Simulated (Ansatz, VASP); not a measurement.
**Cross-check of CuF2 between VASP and Ansatz**

Wanted: the spread between two codes on one cell, functional and k mesh. The cell is taken from a series of runs on this material, whose earlier steps may have relaxed, scaled, displaced or heated it; both programs get it as it stands.

Method: plane waves, with VASP 6.6.1 beside it; single point at PBEsol, DFT+U, in Ansatz 0.2.0.

## Step 1: Starting point

The structure is monoclinic, space group P2_1/c (No. 14). Conventional cell: a = 3.320 Å, b = 4.540 Å, c = 5.343 Å, α = 90.00°, β = 121.44°, γ = 90.00°. Nearest to Cu lie 6 F at 1.91 to 2.31 Å. F has 3 Cu at 1.91 to 2.31 Å nearest. Farther neighbours and most contacts between anions are not listed.

## Step 2: Ansatz: single point, PBEsol, DFT+U

Ansatz runs on its PAW soft_1 files.

A single point gives forces, pressure and levels at one fixed geometry, so differences don't come from the geometry; what else differs is listed under the comparison.

input.yaml

```yaml
crystal:
  lattice:
    - [2.7868682953, 0.0, -4.5589330534]
    - [-3.32, -4.54, 0.0]
    - [-3.32, 4.54, 0.0]
  atoms:
    - { symbol: Cu, position: [0.0, 0.5, 0.5], spin: 1.0 }
    - { symbol: Cu, position: [0.0, 0.0, 0.0], spin: 1.0 }
    - { symbol: Cu, position: [0.5, 0.25, 0.75], spin: 1.0 }
    - { symbol: Cu, position: [0.5, 0.75, 0.25], spin: 1.0 }
    - { symbol: F, position: [0.7, 0.222, 0.522] }
    - { symbol: F, position: [0.7, 0.722, 0.022] }
    - { symbol: F, position: [0.8, 0.728, 0.528] }
    - { symbol: F, position: [0.8, 0.228, 0.028] }
    - { symbol: F, position: [0.3, 0.778, 0.478] }
    - { symbol: F, position: [0.3, 0.278, 0.978] }
    - { symbol: F, position: [0.2, 0.272, 0.472] }
    - { symbol: F, position: [0.2, 0.772, 0.972] }
magnetization:
  spin_polarized: true
kpoints:
  mp_grid: { grid: [6, 6, 6] }
hamiltonian:
  xc: pbesol
  hubbard:
    projectors: ortho-atomic
    sites: [{ species: Cu, l: d, u_eff: 6.0 }]
  pseudopotentials: { kind: paw, azcp: { folder: soft_1 }, xc_functional: pbe }
scf:
  occupations: { method: fermi_dirac, width: 0.05 }
  max_iter: 120
  convergence: { dr2_threshold: 1.0e-08 }
output:
  write_density: true
  write_potential: true
  elf: true
  volumetric_format: npy
```

Started as:

```sh
$ ansatz run input.yaml --threads 2 --pin off --max-ram 5632MiB --backend cpu --events-out ev --progress --plain --runs-dir out
```

Numbers of over 12 decimals in the logs are rounded to 6 here.

The program printed:

```text
Engine: ansatz 0.2.0, aarch64-unknown-linux-gnu
Pseudopotentials: kind: paw
Pseudopotential: Cu, paw, valence charge 19, recommended cutoff 420 eV (normal), soft_1/Cu.paw.azcp
Pseudopotential: F, paw, valence charge 7, recommended cutoff 420 eV (normal), soft_1/F.paw.azcp
Functional definition: PBEsol
  exchange = pbesol_x
  correlation = pbesol_c
Crystal: 12 atoms, lattice volume = 137.432 Å³
Basis set: ecut = 420 eV, 2681 PW (Γ)
Bands: 82, of which v1, the nominal top of the filled ones, is band 66 counted from 1 (65 counted from 0)
Symmetry: 8 space group operations
Space group: P21/c (ITA 14), of the structure as read, at distance tolerance 5.2e-5 Å
Magnetic group: BNS 14.75 (UNI 82), of the structure as read, at distance tolerance 5.2e-5 Å
k-points: 68 of 216
Non-local potential: Cu, projectors of the file, l = 0: 3, l = 1: 2, l = 2: 3, l = 3: 1
Non-local potential: F, projectors of the file, l = 0: 2, l = 1: 2, l = 2: 1
PAW form: soft (Blöchl's): semilocal exchange-correlation on the pseudo side does not see the compensation charge
PAW frozen core: Cu, regenerated for the run's functional, and the local potential with it (the file was generated under x = pbe(κ = 0.804, μ = 0.219515), c = pbe(β = 0.066725))
PAW frozen core: F, regenerated for the run's functional, and the local potential with it (the file was generated under x = pbe(κ = 0.804, μ = 0.219515), c = pbe(β = 0.066725))
PAW one-centre angular grid: Cu, 590 points (default); XC on 64 Gauss nodes
PAW one-centre angular grid: F, 110 points (default); XC on 64 Gauss nodes
Initial density: superposition of atomic densities (chi_scale 0.1, normalization cell, long waves kept (reshape's long-wave potential 0.01 eV rms))
Starting moments: Σ|m| = 4 μB on 4 of 12 sites
Initial wavefunctions: pseudopotential atomic-orbital guess
Functional: x = pbesol(κ = 0.804, μ = 0.123457), c = pbesol(β = 0.046)
SCF iter   1: F=—  HF=-32766.841733 eV  |F-HF|=—  |Δ(HF+E_count)|=         —  Δρ=2.25e-1 (↑9.02e-2 ↓2.25e-1)  dr2=8.83e1  dr2_m=9.24e0  M=0.682 μB ∫|m|=0.719 μB  β_m=0.30  ethr=3.10e-3  ⟨swp⟩=5.2  Hψ=38546  notcnv=0  defer=68
preconditioner: auto → Kerker (q_TF=auto, 2.710 Å⁻¹)  [metal: Δε(μ)=0.001 eV  Ē_g=17.255 eV  σ=0.050 eV  W_gap=0.00  n_scr=46 (ndim 8)  ℏωp=31.7 eV  f_vac=0.124  D(μ)=15.76/eV (n_scr^D=212)]
spin=Collinear: Kerker preconditioning applied to the charge; magnetization (m = ρ↑ − ρ↓) channel mixes plain (no charge-response kernel on spin).
SCF iter   2: F=—  HF=-32748.377486 eV  |F-HF|=—  |Δ(HF+E_count)|=    1.85e1  Δρ=9.11e-2 (↑3.69e-2 ↓9.11e-2)  dr2=1.13e1  dr2_m=3.10e0  M=1.170 μB ∫|m|=1.206 μB  β_m=0.30  ethr=3.10e-3  ⟨swp⟩=3.1  Hψ=24113  notcnv=0  defer=938
SCF iter   3: F=—  HF=-32746.102509 eV  |F-HF|=—  |Δ(HF+E_count)|=    2.27e0  Δρ=3.48e-2 (↑3.48e-2 ↓3.23e-2)  dr2=1.18e0  dr2_m=7.52e-1  M=1.724 μB ∫|m|=1.755 μB  β_m=0.30  ethr=3.10e-3  ⟨swp⟩=2.0  Hψ=17513  notcnv=0  defer=932
SCF iter   4: F=—  HF=-32747.228557 eV  |F-HF|=—  |Δ(HF+E_count)|=    1.13e0  Δρ=1.58e-2 (↑1.58e-2 ↓1.49e-2)  dr2=2.20e-1  dr2_m=1.76e-1  M=2.335 μB ∫|m|=2.365 μB  β_m=1.00  ethr=8.92e-4  ⟨swp⟩=2.3  Hψ=23208  notcnv=0  defer=934
SCF iter   5: F=—  HF=-32748.319704 eV  |F-HF|=—  |Δ(HF+E_count)|=    1.09e0  Δρ=3.85e-2 (↑1.15e-2 ↓3.85e-2)  dr2=1.11e0  dr2_m=5.51e-1  M=3.271 μB ∫|m|=3.343 μB  β_m=1.00  ethr=1.67e-4  ⟨swp⟩=3.2  Hψ=20918  notcnv=0  defer=934
SCF iter   6: F=—  HF=-32748.727936 eV  |F-HF|=—  |Δ(HF+E_count)|=   4.08e-1  Δρ=2.83e-2 (↑9.10e-3 ↓2.83e-2)  dr2=7.69e-1  dr2_m=2.10e-1  M=3.881 μB ∫|m|=3.985 μB  β_m=1.00  ethr=1.67e-4  ⟨swp⟩=2.2  Hψ=19473  notcnv=0  defer=932
SCF iter   7: F=—  HF=-32749.192689 eV  |F-HF|=—  |Δ(HF+E_count)|=   4.65e-1  Δρ=7.96e-3 (↑4.67e-3 ↓7.96e-3)  dr2=7.54e-2  dr2_m=6.98e-3  M=3.992 μB ∫|m|=4.118 μB  β_m=1.00  ethr=1.67e-4  ⟨swp⟩=2.1  Hψ=18814  notcnv=0  defer=932
SCF iter   8: F=—  HF=-32749.676616 eV  |F-HF|=—  |Δ(HF+E_count)|=   4.84e-1  Δρ=9.94e-3 (↑2.40e-3 ↓9.94e-3)  dr2=1.39e-1  dr2_m=1.91e-2  M=4.000 μB ∫|m|=4.153 μB  β_m=1.00  ethr=5.71e-5  ⟨swp⟩=3.0  Hψ=23089  notcnv=0  defer=989
SCF iter   9: F=—  HF=-32749.962461 eV  |F-HF|=—  |Δ(HF+E_count)|=   2.86e-1  Δρ=3.45e-3 (↑1.36e-3 ↓3.45e-3)  dr2=1.94e-2  dr2_m=1.99e-3  M=4.000 μB ∫|m|=4.161 μB  β_m=1.00  ethr=5.71e-5  ⟨swp⟩=2.0  Hψ=17027  notcnv=0  defer=989
SCF iter  10: F=—  HF=-32750.170444 eV  |F-HF|=—  |Δ(HF+E_count)|=   2.08e-1  Δρ=1.39e-3 (↑1.39e-3 ↓4.91e-4)  dr2=1.04e-3  dr2_m=1.02e-3  M=4.000 μB ∫|m|=4.167 μB  β_m=0.30  ethr=1.47e-5  ⟨swp⟩=2.0  Hψ=18235  notcnv=0  defer=1025
[...]
spin-set hold released at iteration 10 (site moments contracting): the magnetisation degrees of freedom join the quasi-Newton model from the next iteration; the mixer history was flushed
[...]
SCF iter  18: F=—  HF=-32750.531239 eV  |F-HF|=—  |Δ(HF+E_count)|=   1.99e-5  Δρ=3.53e-5 (↑1.31e-5 ↓3.53e-5)  dr2=1.06e-6  dr2_m=3.00e-7  M=4.000 μB ∫|m|=4.177 μB  β_m=0.99  ethr=6.69e-9  ⟨swp⟩=2.0  Hψ=18818  notcnv=0  defer=1078
SCF iter  19: F=—  HF=-32750.531242 eV  |F-HF|=—  |Δ(HF+E_count)|=   3.09e-6  Δρ=1.87e-5 (↑5.67e-6 ↓1.87e-5)  dr2=5.43e-7  dr2_m=8.75e-8  M=4.000 μB ∫|m|=4.177 μB  β_m=0.99  ethr=8.05e-10  ⟨swp⟩=2.0  Hψ=17234  notcnv=0  defer=1078
SCF iter  20: F=—  HF=-32750.531243 eV  |F-HF|=—  |Δ(HF+E_count)|=   8.91e-7  Δρ=6.28e-6 (↑2.90e-6 ↓6.28e-6)  dr2=7.63e-8  dr2_m=8.93e-9  M=4.000 μB ∫|m|=4.177 μB  β_m=1.00  ethr=4.12e-10  ⟨swp⟩=2.0  Hψ=18866  notcnv=0  defer=1078
SCF iter  21: F=—  HF=-32750.531243 eV  |F-HF|=—  |Δ(HF+E_count)|=   2.13e-7  Δρ=5.34e-6 (↑1.77e-6 ↓5.34e-6)  dr2=3.48e-8  dr2_m=5.69e-9  M=4.000 μB ∫|m|=4.177 μB  β_m=1.00  ethr=5.78e-11  ⟨swp⟩=2.0  Hψ=17322  notcnv=0  defer=1078
iter 22 met the thresholds in force, and the SCF goes on: an eigenvalue changes by 0.32 meV, over its tolerance of 0.16 meV (output.eigenvalues, Limitations)
SCF iter  22: F=-32750.531243 eV  HF=-32750.531243 eV  |F-HF|=7.16e-9  |Δ(HF+E_count)|=   4.97e-8  Δρ=2.39e-6 (↑8.83e-7 ↓2.39e-6)  dr2=7.90e-9  dr2_m=9.79e-10  M=4.000 μB ∫|m|=4.177 μB  β_m=1.00  ethr=7.58e-12  ⟨swp⟩=7.0  Hψ=43958  notcnv=0
SCF iter  23: F=-32750.531243 eV  HF=-32750.531243 eV  |F-HF|=4.40e-10  |Δ(HF+E_count)|=   3.93e-9  Δρ=7.40e-7 (↑3.48e-7 ↓7.40e-7)  dr2=7.25e-10  dr2_m=1.11e-10  M=4.000 μB ∫|m|=4.177 μB  ethr=5.98e-12  ⟨swp⟩=1.0  Hψ=30552  notcnv=0
SCF 1 converged in 23 iterations: F = -32750.531243 eV  dr2 = 7.25e-10
  greatest PAW one-centre occupation: 1.000 electrons in one spin orbital (limit 2), on the Cu atom at site 3 (counted from 0), in its partial waves of l = 0
Symmetry: 2 space group operations
k-points: 112 of 216
Initial density: read from a saved state, or passed on in memory by an earlier SCF of this step, an earlier step, the calling program or the single point that the run made first
Starting moments: Σ|m| = 4 μB on 4 of 12 sites; this step starts from the density that it was given
Initial wavefunctions: those read from a saved state, or passed on in memory by an earlier step or the calling program
iter 1 solved again at ethr=1.00e-12 eV; its pass at ethr=7.58e-7 eV (dr2=7.23e-10 eV) is discarded
SCF iter   1: F=—  HF=-32750.531243 eV  |F-HF|=—  |Δ(HF+E_count)|=         —  Δρ=7.39e-7 (↑3.48e-7 ↓7.39e-7)  dr2=7.23e-10  dr2_m=1.11e-10  M=4.000 μB ∫|m|=4.177 μB  ethr=1.00e-12  ⟨swp⟩=1.0  Hψ=70909  notcnv=0
preconditioner: auto → Resta (q_TF=auto, 2.710 Å⁻¹)  ε∞=4.6  [insulator: Δε(μ)=1.942 eV  Ē_g=16.624 eV  σ=0.050 eV  W_gap=1.00  n_scr=46 (ndim 8)  ℏωp=31.7 eV  f_vac=0.171  D(μ)=0.00/eV (n_scr^D=0)  ε∞_Penn≈4.6]
spin=Collinear: Resta preconditioning applied to the charge; magnetization (m = ρ↑ − ρ↓) channel mixes plain (no charge-response kernel on spin).
SCF iter   2: F=-32750.531243 eV  HF=-32750.531243 eV  |F-HF|=4.34e-9  |Δ(HF+E_count)|=   2.54e-9  Δρ=1.39e-6 (↑7.82e-7 ↓1.39e-6)  dr2=3.67e-9  dr2_m=1.68e-10  M=4.000 μB ∫|m|=4.177 μB  ethr=1.00e-12  ⟨swp⟩=1.0  Hψ=64389  notcnv=0
SCF 2 converged in 2 iterations: F = -32750.531243 eV  dr2 = 3.67e-9
SCF converged after 23 iterations
an eigenvalue changed by more than its tolerance at an iteration that met the thresholds in force, so the SCF went on 1 time: the last check found none over its tolerance
Magnetization: 4.0000 μB (68.0000 up, 64.0000 down)
Absolute magnetization: 4.1074 μB (∫|ρ↑−ρ↓|, with the PAW one-centre terms)
Spin contamination: 0.0019 ħ² per cell (⟨S²⟩ above its minimum at these occupations)
Per-site moments (μB) at R_I (Å): [(0.784955, 0.786599), (0.784955, 0.786599), (0.784955, 0.786599), (0.784955, 0.786599), (0.094563, 0.786599), (0.094563, 0.786599), (0.094563, 0.786599), (0.094563, 0.786599), (0.094563, 0.786599), (0.094563, 0.786599), (0.094563, 0.786599), (0.094563, 0.786599)]
Free energy (F): -32750.531243 eV
Harris-Foulkes:  -32750.531243 eV  (|F-HF|=4.40e-10)
Internal energy: -32750.531243 eV  (E = F + TS)
E sigma→0 (E₀):  -32750.531243 eV
Fermi energy:    5.624712 eV
--- Per-component energies (eV) ---
  E_band       = -2532.085694
  E_kinetic    = 2585.871395
  E_local      = -27057.268255  (includes V_loc(G=0)·N_el)
  E_nonlocal   = 4253.055851
  E_hartree    = 11193.205761
  E_xc         = -869.643912
  E_vxc        = -1123.563192  (∫ρ·V_xc dr)
  E_hubbard    = 2.743140  (on-site DFT+U / exact-exchange correction)
  E_vhub       = -104.938601  (the Hubbard potential's part of the band-sum identity)
  E_paw        = -8665.982242  (= ΣΔE_a)
  E_vpaw       = -3471.663545  (= ΣTr[D̂ρ^β])
  E_aug_tail   = 0.009768  (compensation charges beyond the density's cutoff)
  E_ewald      = -14193.687101
  E_core_change = 1.164352  (= ΣΔE_core)
  E_smearing   = -0.000000  (= −TS)
  E_closure    = 0.000000  (closes the sum)
  Σ components = -32750.531243   (vs F -32750.531243, Δ=0.00e0)
--- Band table (eV; the first three rows and the last of 136) ---
  k-point 0 ↑: bands = [... 62 lower, 3.5779, 3.6918, 3.6918, 3.9479, 4.0289, 4.5503, 9.0551, 13.9891, ... 12 higher]
  k-point 1 ↑: bands = [... 62 lower, 3.5338, 3.6414, 3.8078, 3.9388, 3.9605, 4.5367, 9.4049, 13.6217, ... 12 higher]
  k-point 2 ↑: bands = [... 62 lower, 3.4391, 3.5001, 3.5320, 3.7756, 4.2610, 4.5023, 10.3031, 12.6736, ... 12 higher]
  k-point 67 ↓: bands = [... 62 lower, 3.9752, 3.9752, 7.0261, 7.0261, 7.0505, 7.0505, 13.1295, 13.1295, ... 12 higher]
Occupation matrices written to <dir>
```

(Continued in part 2 of 2.)

[Lines on the potential files, build, host, timing and source positions are cut from VASP's logs without a mark.]

[Logs are printed without paths, hosts, clocks, repeated set-up lines and the standing remarks that a program may print on its own settings, such as how far it seeks lower states.]

[Hosts, paths, dates, database ids (printed as entryN), source tags and the programs' standing remarks are cut or masked in the printed files.]
